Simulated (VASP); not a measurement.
Level of theory: PW91 GGA, VASP's PBE PAW potentials (set 64) (plane waves; VASP).

A VASP calculation is set up with these files.

File KPOINTS:
```
kpoints
0
Gamma
18 18 18
0 0 0
```

### POSCAR
```
Mo
1
   -1.5838852095     1.5838852095     1.5838852095
    1.5838852095    -1.5838852095     1.5838852095
    1.5838852095     1.5838852095    -1.5838852095
Mo
1
Direct
  0.0000000000   0.0000000000   0.0000000000
```

**INCAR**
```
# general
SYSTEM  = Mo
PREC    = Accurate
ENCUT   = 520
LREAL   = .False.
LASPH   = .True.

# electronic loop
EDIFF   = 1E-7
NELM    = 100
ALGO    = Normal
LMAXMIX = 4

# smearing
ISMEAR  = -5

# functional
GGA     = 91

# ions
ISIF    = 2

# output
LWAVE   = .False.
LCHARG  = .True.
LORBIT  = 11
NEDOS   = 601
```

POTCAR, in this order: Mo_sv (PBE.64 set). Program: vasp_std.

**Question.** What will the output report for the number of irreducible k-points (NKPTS), largest plane-wave count, number of space-group operations, FFT grid (NGX, NGY, NGZ)?

**Answer.** 
```json
{
  "number of irreducible k-points (NKPTS)": "195",
  "largest_plane_wave_count": "440",
  "number_of_space_group_operations": "48",
  "FFT grid (NGX, NGY, NGZ)": "20 × 20 × 20"
}
```

The compound is Mo in the bcc structure. It was relaxed first.
